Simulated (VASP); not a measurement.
Here is a VASP 6.6.1 calculation.

The input POSCAR:

```
MgIn2N2
1.0
    1.6701480000      0.9642600000      7.7724940000
   -1.6701480000      0.9642600000      7.7724940000
    0.0000000000     -1.9285210000      7.7724940000
Mg In N
1 2 2
Direct
    0.0000000000      0.0000000000      0.0000000000
    0.4390070000      0.4390070000      0.4390070000
    0.5609930000      0.5609930000      0.5609930000
    0.2772770000      0.2772770000      0.2772770000
    0.7227230000      0.7227230000      0.7227230000
```

File INCAR.step1:

```
PREC     = Accurate       # precision mode
ENCUT    = 520            # plane-wave cutoff, eV
ISMEAR   = 0              # smearing method
SIGMA    = 0.01           # smearing width, eV
LREAL    = F              # projectors in reciprocal space
LASPH    = T              # aspherical terms in the spheres
NELM     = 100            # most SCF steps
NBANDS   = 27             # bands
GGA      = PE             # functional
ALGO     = Normal         # electronic algorithm
EDIFF    = 1E-4           # SCF threshold, eV
LWAVE    = T              # write WAVECAR
LCHARG   = F              # write CHGCAR
```

INCAR.step2

```
PREC     = Accurate       # precision mode
ENCUT    = 520            # plane-wave cutoff, eV
EDIFF    = 1E-7           # SCF threshold, eV
ISMEAR   = 0              # smearing method
SIGMA    = 0.01           # smearing width, eV
LREAL    = F              # projectors in reciprocal space
LASPH    = T              # aspherical terms in the spheres
NELM     = 100            # most SCF steps
ALGO     = Normal         # electronic algorithm
ISIF     = 2              # what is computed and relaxed
LWAVE    = F              # write WAVECAR
LCHARG   = T              # write CHGCAR
METAGGA  = R2SCAN         # meta-GGA
LMIXTAU  = T            
LELF     = T              # ELF
LVHAR    = T            
NBANDS   = 27             # bands
ISTART   = 1
```

KPOINTS

```
regular mesh
0
Gamma
  7 7 7
```

Potentials or basis: VASP PAW PBE potentials, release 64 (Mg, In_d, N).

The run is started by

```sh
$ cat potpaw_PBE.64/Mg/POTCAR potpaw_PBE.64/In_d/POTCAR potpaw_PBE.64/N/POTCAR > POTCAR
$ cp INCAR.step1 INCAR
$ mpirun -np 1 vasp_std > vasp.out
$ cp INCAR.step2 INCAR
$ mpirun -np 1 vasp_std > vasp.out
```

(1) Estimate the band gap on the k mesh.

(2) Predict the pressure.

(3) Predict the largest force.

## Answers

(1) 0.66 eV, indirect (least direct gap 0.94 eV).

(2) -3.7 GPa.

(3) 0.195 eV/Å.

Caveat: the PAW data sets were made with another functional, which shifts forces and pressure a little; spin-orbit coupling is left out, which moves the levels of the heavy elements; an odd mesh through Γ misses points on the zone boundary, where band edges often lie.
